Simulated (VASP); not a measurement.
Input:

```xyz
4
Lattice="1.2332 -2.1359 0.0000 1.2332 2.1359 0.0000 0.0000 0.0000 6.7044" Properties=species:S:1:pos:R:3 pbc="T T T"
C      0.0000     0.0000     1.6761
C      0.0000     0.0000     5.0283
C      1.2332     0.7120     1.6761
C      1.2332    -0.7120     5.0283
```

Computed with optB88-vdW, VASP's PBE PAW potentials (set 64) (plane waves; VASP 6.6.1). Settings: 520 eV cut-off, Gaussian smearing of 0.050 eV, potentials C.

Q: Estimate the band gap (along the path) with the smallest direct gap where there is one.

A: 
```json
{
  "band gap (along the path)": "none (metal, semimetal or under 0.01 eV)"
}
```

Only differences to runs with the same potentials and settings are physical.

The compound is C in the graphite structure. It was relaxed first.
